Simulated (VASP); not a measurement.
VASP runs on MgF₂ (space group P4_2/mnm) share one base input (revPBE GGA, plane waves, VASP's PBE PAW potentials (set 64)) and change the settings named in each case.

**POSCAR**
```
MgF2
1
    4.6221230000     0.0000000000     0.0000000000
    0.0000000000     4.6221230000     0.0000000000
    0.0000000000     0.0000000000     3.0523520000
Mg F
2 4
Direct
  0.5000000000   0.5000000000   0.5000000000
  0.0000000000   0.0000000000   0.0000000000
  0.6970800000   0.6970800000   0.0000000000
  0.3029200000   0.3029200000   0.0000000000
  0.8029200000   0.1970800000   0.5000000000
  0.1970800000   0.8029200000   0.5000000000
```

### INCAR
```
! general
SYSTEM=MgF2
PREC  =Accurate
ENCUT =400   ! plane-wave cut-off (eV)
LREAL =.FALSE.
LASPH =.TRUE.   ! aspherical one-centre terms

! electronic loop
EDIFF =1E-6
NELM  =100
ALGO  =Normal   ! blocked Davidson

! smearing
ISMEAR=0   ! Gaussian
SIGMA =0.01

! functional
GGA   =RE   ! revPBE

! ions
ISIF  =2   ! forces and stress, cell fixed

! output
LWAVE =.FALSE.
LCHARG=.FALSE.
```

File KPOINTS:
```
kpoints
0
Gamma
6 6 9
0 0 0
```

POTCAR, in this order: Mg F (PBE.64 set). Program: vasp_std.

```csv
change,E(σ→0) (eV/atom),pressure (GPa),largest force (eV/Å),−TS (eV)
base run,-5.0157,-2.91,0.054,0.0000
"EDIFF = 1E-09, ENCUT = 560, KPOINTS 9×9×13 Γ-centred mesh",-4.9957,(withheld),(withheld),0.0000
"ENCUT = 240, KPOINTS 3×3×3 Γ-centred mesh shifted by (0.5, 0.5, 0.5)",-5.1999,-190.32,0.197,0.0000
"ENCUT = 200, KPOINTS 4×4×4 Γ-centred mesh",-5.0059,-327.84,0.139,0.0000
KPOINTS 4×4×4 Γ-centred mesh,-5.0151,-2.96,0.054,0.0000
"ENCUT = 280, ISMEAR = -1, SIGMA = 0.5, KPOINTS 8×8×8 Γ-centred mesh shifted by (0.5, 0.5, 0.5)",-5.1103,-99.26,0.003,-0.0023
"ENCUT = 240, KPOINTS 1×1×1 Γ-centred mesh",-4.3434,-192.04,0.595,0.0000
"AEXX = 0.2, AGGAC = 0.81, AGGAX = 0.72, ALDAC = 0.19, GGA = B3, HFRCUT = -1, ISYM = 3, LHFCALC = .TRUE., PRECFOCK = Fast, KPOINTS 2×2×2 Γ-centred mesh",-6.3369,-13.07,0.005,0.0000
"AEXX = 0.25, GGA = PE, HFSCREEN = 0.2, ISYM = 3, LHFCALC = .TRUE., PRECFOCK = Fast, KPOINTS 4×4×4 Γ-centred mesh",-6.4187,-9.48,0.011,0.0000
```

Problem. Fill in the missing entries.

Solution. 
- EDIFF = 1E-09, ENCUT = 560, KPOINTS 9×9×13 Γ-centred mesh, pressure (GPa): 7.30
- EDIFF = 1E-09, ENCUT = 560, KPOINTS 9×9×13 Γ-centred mesh, largest force (eV/Å): 0.039

Energies of different potentials or functionals have different zeros.  At 400 eV the pressure can carry a Pulay error.

Left out are runs that ran out of time, are held back, or changed the cell or the kind of run, fixed moments of cells without a moment, rows past the twelfth, gaps on odd meshes, pressures of charged cells and columns that move by less than the noise.

The structure comes from a computed database's MgF2 entry; how it stands against other phases isn't given here. The cell was not relaxed at this level, forces remain on its atoms, its lattice was scaled by up to 2.5 %.
